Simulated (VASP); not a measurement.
# NaRu (Pm-3m) in VASP: equation of state

How stiff is NaRu in PBE, and what volume does it want? The cell is scaled to several volumes.

Everything below comes from runs of VASP 6.6.1. Logs are shortened: lines on timing, memory, paths and dates and some standing lists are left out, and cuts for length are marked.

### 1 The crystal as given

Symmetry: Pm-3m, No. 221, cubic system. Conventional cell: a = 3.303 Å, b = 3.303 Å, c = 3.303 Å, α = 90.00°, β = 90.00°, γ = 90.00°. Na (site symmetry m-3m) is surrounded by 8 Ru at 2.86 Å. Ru (site symmetry m-3m) is surrounded by 8 Na at 2.86 Å.

The cell was built by a generator and needn't be a form met in nature.

### 2 Equation of state, PBE, 16.94 Å³/atom (volume scaled by 0.94)

Contents of INCAR:

```
ALGO = Normal
EDIFF = 1E-7
ENCUT = 520
GGA = PE
ISIF = 2
ISMEAR = -1
LASPH = True
LCHARG = False
LREAL = False
LWAVE = False
NBANDS = 18
NELM = 100
PREC = Accurate
SIGMA = 0.05
```

Contents of KPOINTS:

```
k-points
0
Gamma
  8 8 8
```

Contents of POSCAR:

```
NaRu
1.0
    3.2356512840      0.0000000000      0.0000000000
    0.0000000000      3.2356512840      0.0000000000
    0.0000000000      0.0000000000      3.2356512840
Na Ru
1 1
Direct
    0.5000000000      0.5000000000      0.5000000000
    0.0000000000      0.0000000000      0.0000000000
```

Potentials or basis: VASP PAW PBE potentials, release 64 (Na_pv, Ru_pv).

Started as:

```
$ cat potpaw_PBE.64/Na_pv/POTCAR potpaw_PBE.64/Ru_pv/POTCAR > POTCAR
$ mpirun -np 1 vasp_std > vasp.out
```

OUTCAR:

```text
EDIFF = 1E-7
   ENCUT = 520
   GGA = PE
   ISIF = 2
   ISMEAR = -1
   LASPH = True
   LREAL = False
   NELM = 100
   PREC = Accurate

 Found     35 irreducible k-points:

 Following reciprocal coordinates:
            Coordinates               Weight
  0.000000  0.000000  0.000000      1.000000
  0.125000  0.000000  0.000000      6.000000
  0.250000  0.000000  0.000000      6.000000
  0.375000  0.000000  0.000000      6.000000
  0.500000  0.000000  0.000000      3.000000
  0.125000  0.125000  0.000000     12.000000
   k-points           NKPTS =     35   k-points in BZ     NKDIM =     35   number of bands    NBANDS=     18
   number of dos      NEDOS =    301   number of ions     NIONS =      2
   total plane-waves  NPLWV =  13824
   dimension x,y,z NGX =    24 NGY =   24 NGZ =   24
   dimension x,y,z NGXF=    48 NGYF=   48 NGZF=   48
   ions per type =               1   1
   NGX,Y,Z   is equivalent  to a cutoff of  12.33, 12.33, 12.33 a.u.
   NGXF,Y,Z  is equivalent  to a cutoff of  24.66, 24.66, 24.66 a.u.
 SYSTEM =  unknown system
   PREC   = accura    normal or accurate (medium, high low for compatibility)
   ISTART =      0    job   : 0-new  1-cont  2-samecut
   ICHARG =      2    charge: 1-file 2-atom 10-const
   ISPIN  =      1    spin polarized calculation?
   LNONCOLLINEAR =      F non collinear calculations
   LSORBIT =      F    spin-orbit coupling
   LASPH  =      T    aspherical Exc in radial PAW
   ENCUT  =  520.0 eV  38.22 Ry    6.18 a.u.   6.02  6.02  6.02*2*pi/ulx,y,z
   NELM   =    100;   NELMIN=  2; NELMDL= -5     # of ELM steps
   EDIFF  = 0.1E-06   stopping-criterion for ELM
   LREAL  =      F    real-space projection
   EDIFFG = 0.1E-05   stopping-criterion for IOM
   NSW    =      0    number of steps for IOM
   IBRION =     -1    ionic relax: 0-MD 1-quasi-New 2-CG
   NFREE  =      0    steps in history (QN), initial steepest desc. (CG)
   ISIF   =      2    stress and relaxation
   ISYM   =      2    0-nonsym 1-usesym 2-fastsym
   POTIM  = 0.5000    time-step for ionic-motion
   TEBEG  =    0.0;   TEEND  =   0.0 temperature during run
   PSTRESS=    0.0 pullay stress
   NELECT =      21.0000    total number of electrons
   NUPDOWN=      -1.0000    fix difference up-down
   EMIN   =  10.00;   EMAX   =-10.00  energy-range for DOS
   EFERMI =   0.00;   METHOD = LEGACY
   ISMEAR =    -1;   SIGMA  =   0.05  broadening in eV -4-tet -1-fermi 0-gaus
   EFERMI_NEDOS =   21; number of points for ismear=-14 and -15
   IALGO  =     38    algorithm
   IMIX   =      4    mixing-type and parameters
     AMIX     =   0.40;   BMIX     =  1.00
     AMIX_MAG =   1.60;   BMIX_MAG =  1.00
  volume/ion in A,a.u.               =      16.94       114.30
  Fermi-wavevector in a.u.,A,eV,Ry     =   1.395895  2.637860 26.511279  1.948524
  Thomas-Fermi vector in A             =   2.519303
   LORBIT       =      0    0 simple, 1 ext, 2 COOP (PROOUT), +10 PAW based schemes
   GGA     = PE    functional components
   LHFCALC =     F    Hartree Fock is set to
   AEXX    =    0.0000 exact exchange contribution
   IVDW    =     0    specifies the selected vdW correction
   LEPSILON=     F    determine dielectric tensor
   LRPA    =     F    only Hartree local field effects (RPA)
 non-spin polarized calculation
  energy-cutoff  :      520.00
  volume of cell :       33.88
 maximum number of plane-waves:       932
   NGX = 13   NGY = 13   NGZ = 13

 number of electron      20.9999990 magnetization

 Free energy of the ion-electron system (eV)
  ---------------------------------------------------
  ext. energy  EPLUGINS =         0.00000000
  ---------------------------------------------------
  free energy    TOTEN  =        -7.52314662 eV

  energy without entropy =       -7.49527646  energy(sigma->0) =       -7.50921154

 E-fermi :   5.2404     XC(G=0): -10.8807

 val. band max:        5.2199089953   @ k =   0.5000   0.2500   0.0000
 cond. band min:       5.2759436813   @ k =   0.3750   0.3750   0.0000
 fundamental gap:      0.0560346860
 Fermi energy:         5.2403949853

 k-point     1 :       0.0000    0.0000    0.0000
  band No.  band energies     occupation
      1     -36.3070      2.00000
      2     -36.3070      2.00000
      3     -36.3070      2.00000
      4     -17.2631      2.00000
      5     -17.2631      2.00000
      6     -17.2631      2.00000
      7       0.4110      2.00000
      8       3.0878      2.00000
      9       3.0878      2.00000
     10       5.5805      0.00222
     11       5.5805      0.00222
     12       5.5805      0.00222
     13      15.0460      0.00000
     14      15.0460      0.00000
     15      15.0460      0.00000
     16      17.5369      0.00000
     17      17.5369      0.00000
     18      17.8734      0.00000

 k-point     2 :       0.1250    0.0000    0.0000
  band No.  band energies     occupation
      1     -36.3188      2.00000
      2     -36.3060      2.00000
      3     -36.3060      2.00000
      4     -17.2793      2.00000
      5     -17.2626      2.00000
      6     -17.2626      2.00000
      7       0.6740      2.00000
      8       3.1408      2.00000
      9       3.2378      2.00000
     10       5.4467      0.03178
     11       5.4467      0.03178
     12       5.5962      0.00162
     13      13.3797      0.00000
     14      15.3545      0.00000
     15      15.3545      0.00000
     16      17.2141      0.00000
     17      17.8734      0.00000
     18      18.7830      0.00000

 k-point     3 :       0.2500    0.0000    0.0000
  band No.  band energies     occupation
      1     -36.3472      2.00000
      2     -36.3036      2.00000
      3     -36.3036      2.00000
      4     -17.3181      2.00000
      5     -17.2615      2.00000
      6     -17.2615      2.00000
      7       1.3783      2.00000
      8       3.2734      2.00000
      9       3.6705      2.00000
     10       5.1470      1.73241
     11       5.1470      1.73241
     12       5.6345      0.00075
     13      10.9385      0.00000
     14      16.1189      0.00000
     15      16.1189      0.00000
     16      16.4780      0.00000
     17      17.8734      0.00000
     18      20.0309      0.00000

 k-point     4 :       0.3750    0.0000    0.0000
  band No.  band energies     occupation
      1     -36.3755      2.00000
      2     -36.3011      2.00000
      3     -36.3011      2.00000
      4     -17.3566      2.00000
      5     -17.2604      2.00000
      6     -17.2604      2.00000
      7       2.1996      2.00000
      8       3.4130      2.00000
      9       4.3746      2.00000
     10       4.8743      1.99868
     11       4.8743      1.99868
     12       5.6732      0.00035
     13       8.7378      0.00000
     14      15.7947      0.00000
     15      16.9497      0.00000
     16      16.9497      0.00000
     17      17.8735      0.00000
     18      20.7789      0.00000

 k-point     5 :       0.5000    0.0000    0.0000
  band No.  band energies     occupation
      1     -36.3872      2.00000
      2     -36.3001      2.00000
      3     -36.3001      2.00000
      4     -17.3724      2.00000
      5     -17.2599      2.00000
      6     -17.2599      2.00000
      7       2.5685      2.00000
      8       3.4732      2.00000
      9       4.7680      1.99984
     10       4.7680      1.99984
     11       4.9852      1.98793
     12       5.6894      0.00025
     13       7.5677      0.00000
     14      15.5245      0.00000
     15      17.3342      0.00000
     16      17.3342      0.00000
     17      17.8736      0.00000
     18      21.0835      0.00000

 k-point     6 :       0.1250    0.1250    0.0000
  band No.  band energies     occupation
      1     -36.3178      2.00000
      2     -36.3178      2.00000
      3     -36.3050      2.00000
      4     -17.2812      2.00000
      5     -17.2755      2.00000
      6     -17.2620      2.00000
      7       0.9329      2.00000
      8       3.2389      2.00000
      9       3.3425      2.00000
     10       5.3006      0.46128
     11       5.4597      0.02457
     12       5.4618      0.02358
     13      13.3943      0.00000
     14      13.8992      0.00000
     15      15.6837      0.00000
     16      17.6282      0.00000
     17      17.8741      0.00000
     18      19.5024      0.00000

 [... further k-points ...]

------------------------ aborting loop because EDIFF is reached ----------------------------------------

  FORCE on cell =-STRESS in cart. coord.  units (eV):
  Direction    XX          YY          ZZ          XY          YZ          ZX
  --------------------------------------------------------------------------------------
  -------------------------------------------------------------------------------------
  Total        0.1556337      0.1556337      0.1556337     -0.0000000      0.0000000      0.0000000
  in kB        7.3608707      7.3608707      7.3608707     -0.0000000      0.0000000      0.0000000
  external PRESSURE =       7.3608707 kB  Pullay stress =       0.0000000 kB

 VOLUME and BASIS-vectors are now :
 -----------------------------------------------------------------------------
  energy-cutoff  :      520.00
  volume of cell :       33.88
      direct lattice vectors                 reciprocal lattice vectors
     3.235651284  0.000000000  0.000000000     0.309056790  0.000000000  0.000000000
     0.000000000  3.235651284  0.000000000     0.000000000  0.309056790  0.000000000
     0.000000000  0.000000000  3.235651284     0.000000000  0.000000000  0.309056790

 POSITION                                       TOTAL-FORCE (eV/Angst)
 -----------------------------------------------------------------------------------
      1.61783      1.61783      1.61783         0.000000      0.000000      0.000000
      0.00000      0.00000      0.00000         0.000000      0.000000      0.000000
 -----------------------------------------------------------------------------------
    total drift:                                0.000000      0.000000     -0.000000

  FREE ENERGIE OF THE ION-ELECTRON SYSTEM (eV)
  ---------------------------------------------------
  free  energy   TOTEN  =        -7.5231466192 eV

  energy  without entropy=       -7.4952764622  energy(sigma->0) =       -7.50921154
```

It took 9.7 s on 1 thread of Intel Xeon Platinum 8488C (Sapphire Rapids), shared host; peak memory 0.15 GiB.

What came out:

```yaml
Free_energy: -7.5231 eV
Pressure: 0.7 GPa
Band_gap_on_the_k_mesh: none (metal or under the smearing width)
```

### 3 Equation of state, PBE, 17.30 Å³/atom (volume scaled by 0.96)

Contents of INCAR:

```
ALGO = Normal
EDIFF = 1E-7
ENCUT = 520
GGA = PE
ISIF = 2
ISMEAR = -1
LASPH = T
LCHARG = F
LREAL = F
LWAVE = F
NBANDS = 18
NELM = 60
PREC = Accurate
SIGMA = 0.05
```

KPOINTS is that of step 2.

Contents of POSCAR:

```
NaRu
1.0
    3.2584383114      0.0000000000      0.0000000000
    0.0000000000      3.2584383114      0.0000000000
    0.0000000000      0.0000000000      3.2584383114
Na Ru
1 1
Direct
    0.5000000000      0.5000000000      0.5000000000
    0.0000000000      0.0000000000      0.0000000000
```

Potentials or basis: VASP PAW PBE potentials, release 64 (Na_pv, Ru_pv).

Started as:

```
$ cat potpaw_PBE.64/Na_pv/POTCAR potpaw_PBE.64/Ru_pv/POTCAR > POTCAR
$ mpirun -np 1 vasp_std > vasp.out
```

Wall time 8.6 s (1 thread of Intel Xeon Platinum 8488C (Sapphire Rapids), shared host); peak memory 0.14 GiB.

Results (log left out):

```yaml
Free_energy: -7.5236 eV
Pressure: -0.6 GPa
Band_gap_on_the_k_mesh: none (metal or under the smearing width)
```

### 4 Equation of state, PBE, 17.66 Å³/atom (volume scaled by 0.98)

Contents of INCAR:

```
SYSTEM = NaRu
PREC = Accurate ; ENCUT = 520
EDIFF = 1E-7 ; ISMEAR = -1
SIGMA = 0.05 ; LREAL = .False.
LASPH = .True. ; NELM = 80
ALGO = Normal ; ISIF = 2
LWAVE = .False. ; LCHARG = .False.
GGA = PE ; NBANDS = 18
```

Contents of KPOINTS:

```
regular mesh
0
Gamma
  8 8 8
  0 0 0
```

Contents of POSCAR:

```
NaRu
1.0
    3.2809110099      0.0000000000      0.0000000000
    0.0000000000      3.2809110099      0.0000000000
    0.0000000000      0.0000000000      3.2809110099
Na Ru
1 1
Direct
    0.5000000000      0.5000000000      0.5000000000
    0.0000000000      0.0000000000      0.0000000000
```

Started as:

```
$ cat potpaw_PBE.64/Na_pv/POTCAR potpaw_PBE.64/Ru_pv/POTCAR > POTCAR
$ mpirun -np 1 vasp_std > vasp.out
```

It took 14 s on 1 thread of Intel Xeon Platinum 8488C (Sapphire Rapids), shared host; peak memory 0.15 GiB.

The run converged. Its results:

```yaml
Free_energy: -7.5182 eV
Pressure: -1.8 GPa
Band_gap_on_the_k_mesh: none (metal or under the smearing width)
```

### 5 Equation of state, PBE, 18.38 Å³/atom (volume scaled by 1.02)

Contents of INCAR:

```
ALGO     = Normal         # electronic algorithm
EDIFF    = 1E-7           # SCF threshold, eV
ENCUT    = 520            # plane-wave cutoff, eV
GGA      = PE             # functional
ISIF     = 2              # what is computed and relaxed
ISMEAR   = -1             # smearing method
LASPH    = True           # aspherical terms in the spheres
LCHARG   = False          # write CHGCAR
LREAL    = False          # projectors in reciprocal space
LWAVE    = False          # write WAVECAR
NBANDS   = 18             # bands
NELM     = 60             # most SCF steps
PREC     = Accurate       # precision mode
SIGMA    = 0.05           # smearing width, eV
```

Contents of KPOINTS:

```
k-points
0
Gamma
  8 8 8
```

Contents of POSCAR:

```
NaRu
1.0
    3.3249553395      0.0000000000      0.0000000000
    0.0000000000      3.3249553395      0.0000000000
    0.0000000000      0.0000000000      3.3249553395
Na Ru
1 1
Direct
    0.5000000000      0.5000000000      0.5000000000
    0.0000000000      0.0000000000      0.0000000000
```

Started as:

```
$ cat potpaw_PBE.64/Na_pv/POTCAR potpaw_PBE.64/Ru_pv/POTCAR > POTCAR
$ mpirun -np 1 vasp_std > vasp.out
```

It took 15 s on 1 thread of Intel Xeon Platinum 8488C (Sapphire Rapids), shared host; peak memory 0.16 GiB.

Results (log left out):

```
Free energy            : -7.4928 eV
Pressure               : -3.8 GPa
Band gap on the k mesh : none (metal or under the smearing width)
```

### 6 Equation of state, PBE, 18.74 Å³/atom (volume scaled by 1.04)

Contents of INCAR:

```
SYSTEM = NaRu
PREC = Accurate
ENCUT = 520
EDIFF = 1E-7
ISMEAR = -1
SIGMA = 0.05
LREAL = .False.
LASPH = .True.
NELM = 60
ALGO = Normal
ISIF = 2
LWAVE = .False.
LCHARG = .False.
GGA = PE
NBANDS = 18
```

Contents of KPOINTS:

```
regular mesh
0
Gamma
  8 8 8
  0 0 0
```

Contents of POSCAR:

```
NaRu
1.0
    3.3465465636      0.0000000000      0.0000000000
    0.0000000000      3.3465465636      0.0000000000
    0.0000000000      0.0000000000      3.3465465636
Na Ru
1 1
Direct
    0.5000000000      0.5000000000      0.5000000000
    0.0000000000      0.0000000000      0.0000000000
```

Potentials or basis: VASP PAW PBE potentials, release 64 (Na_pv, Ru_pv).

Started as:

```
$ cat potpaw_PBE.64/Na_pv/POTCAR potpaw_PBE.64/Ru_pv/POTCAR > POTCAR
$ mpirun -np 1 vasp_std > vasp.out
```

It took 17 s on 1 thread of Intel Xeon Platinum 8488C (Sapphire Rapids), shared host; peak memory 0.16 GiB.

It converged, with:

```yaml
Free_energy: -7.4738 eV
Pressure: -4.7 GPa
Band_gap_on_the_k_mesh: none (metal or under the smearing width)
```

### 7 Equation of state, PBE, 19.10 Å³/atom (volume scaled by 1.06)

Contents of INCAR:

```
ALGO = Normal
EDIFF = 1E-7
ENCUT = 520
GGA = PE
ISIF = 2
ISMEAR = -1
LASPH = True
LCHARG = False
LREAL = False
LWAVE = False
NBANDS = 18
NELM = 60
PREC = Accurate
SIGMA = 0.05
```

Contents of KPOINTS:

```
k-points
0
Gamma
  8 8 8
```

Contents of POSCAR:

```
NaRu
1.0
    3.3678627215      0.0000000000      0.0000000000
    0.0000000000      3.3678627215      0.0000000000
    0.0000000000      0.0000000000      3.3678627215
Na Ru
1 1
Direct
    0.5000000000      0.5000000000      0.5000000000
    0.0000000000      0.0000000000      0.0000000000
```

Started as:

```
$ cat potpaw_PBE.64/Na_pv/POTCAR potpaw_PBE.64/Ru_pv/POTCAR > POTCAR
$ mpirun -np 1 vasp_std > vasp.out
```

It took 12 s on 1 thread of Intel Xeon Platinum 8488C (Sapphire Rapids), shared host; peak memory 0.16 GiB.

The run converged. Its results:

- Free energy: -7.4513 eV
- Pressure: -5.4 GPa
- Band gap on the k mesh: none (metal or under the smearing width)

### 8 Equation of state, PBE

Potentials or basis: VASP PAW PBE potentials, release 64 (Na_pv, Ru_pv).

No new run: the results of the series are fitted here.

Results:

```yaml
Equilibrium_volume: 17.14 Å³/atom
Bulk_modulus: 64 GPa
Pressure_derivative_of_the_bulk_modulus: 4.8
```

Energy against volume, from the lowest point:
```csv
volume (Å³/atom),energy (meV/atom)
16.938,0.22
17.298,0.00
17.658,2.68
18.019,7.91
18.379,15.39
18.740,24.89
19.100,36.16
```
